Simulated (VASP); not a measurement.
OSZICAR of a VASP run on ZnO (wurtzite):

**OSZICAR**
```
       N       E                     dE             d eps       ncg     rms          rms(c)
DAV:   1     0.288008487857E+03    0.28801E+03   -0.18853E+04  1320   0.236E+03
DAV:   2     0.104425937817E+02   -0.27757E+03   -0.26723E+03  1416   0.440E+02
DAV:   3    -0.204969879190E+02   -0.30940E+02   -0.30712E+02  1524   0.154E+02
DAV:   4    -0.211030898492E+02   -0.60610E+00   -0.60529E+00  1470   0.233E+01
DAV:   5    -0.211077939170E+02   -0.47041E-02   -0.47040E-02  1518   0.199E+00    0.143E+01
DAV:   6    -0.177352153361E+02    0.33726E+01   -0.12186E+01  2300   0.742E+01    0.865E+00
DAV:   7    -0.178972326469E+02   -0.16202E+00   -0.26404E+00  1454   0.197E+01    0.519E+00
DAV:   8    -0.179227512142E+02   -0.25519E-01   -0.84592E-01  1974   0.909E+00    0.182E+00
DAV:   9    -0.178580613563E+02    0.64690E-01   -0.19015E-01  2060   0.789E+00    0.344E-01
DAV:  10    -0.178617785057E+02   -0.37171E-02   -0.57172E-02  1344   0.174E+00    0.148E-01
DAV:  11    -0.178617665618E+02    0.11944E-04   -0.15068E-03  1888   0.490E-01    0.353E-02
DAV:  12    -0.178618216426E+02   -0.55081E-04   -0.14274E-04  1804   0.213E-01    0.346E-02
DAV:  13    -0.178618159610E+02    0.56817E-05   -0.37136E-05  1680   0.119E-01    0.129E-02
DAV:  14    -0.178618159468E+02    0.14168E-07   -0.14553E-05  1500   0.427E-02    0.458E-03
DAV:  15    -0.178618154064E+02    0.54041E-06   -0.13403E-06   894   0.148E-02
   1 F= -.17861815E+02 E0= -.17861815E+02  d E =-.178618E+02
```

Task: Which electronic solver shows in the log?

Result: It is blocked Davidson (ALGO = Normal, or the opening steps of other solvers). The INCAR had ALGO = Normal.

Task: Can the final energy be trusted as converged?

Result: The run converged. It stopped with EDIFF = 1E-6, NELM = 100, NSW = 60 and EDIFFG = -0.01 after 1 ionic step (PBE GGA, plane waves, VASP's PBE PAW potentials (set 64)).

The compound is ZnO in the wurtzite structure. It was relaxed first. The start is the result of an earlier pass.
